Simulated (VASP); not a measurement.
Be3Se2O:

```
Be Se O
1.0
     4.88674    0.00000    0.00000
    -2.44337    4.23204    0.00000
     0.00000    0.00000    4.91103
Be Se O
3 2 1
Direct
  0.20384 0.79616 0.00000
  0.20384 0.40768 0.00000
  0.59232 0.79616 0.00000
  0.00000 0.00000 0.50000
  0.66667 0.33333 0.00000
  0.00000 0.00000 0.00000
```

The cell was built by a generator and needn't be a form met in nature.

```yaml
Program: VASP 6.6.1
Task: relaxation of cell and atoms
Functional: PBE
Potentials_or_basis: VASP PAW PBE potentials, release 64 (Be, Se, O)
Cutoff: 520 eV
k_mesh: 3 × 3 × 3
Occupations: gaussian, width 0.15 eV
Spin: no spin polarisation
```

At the start: pressure 0.2 GPa; volume 16.93 Å³/atom.

**Question.** Where does the relaxation end?

**Answer.** Over 8 steps the energy falls by 169.0 meV/atom and the volume is 17.75 Å³/atom (+4.9 %); space group P-6m2 (No. 187, to 0.05 Å).

Step by step:
```
step  energy change (eV)  largest force (eV/Å)  pressure (GPa)  volume (Å³)
   1              0.0000                4.2798            0.21       101.56
   2             -0.9142                1.0076            2.99       101.88
   3             -0.9826                0.0587            1.51       101.81
   4             -0.9827                0.0132            1.53       101.81
   5             -0.9996                0.0766            0.29       104.12
   6             -1.0016                0.1579           -0.79       106.27
   7             -1.0024                0.1375           -0.57       105.61
   8             -1.0143                0.0244           -0.28       106.50
```

Final structure:
```
CELL_PARAMETERS angstrom
4.95147 0.00000 0.00000
-2.47574 4.28810 0.00000
0.00000 0.00000 5.01585
ATOMIC_POSITIONS crystal
Be 0.18302 0.81698 0.00000
Be 0.18302 0.36604 0.00000
Be 0.63396 0.81698 0.00000
Se 0.00000 0.00000 0.50000
Se 0.66667 0.33333 0.00000
O 0.00000 0.00000 0.00000
```

Caveat: the k mesh is coarse (spacing up to 0.49 Å⁻¹), so the values aren't converged.
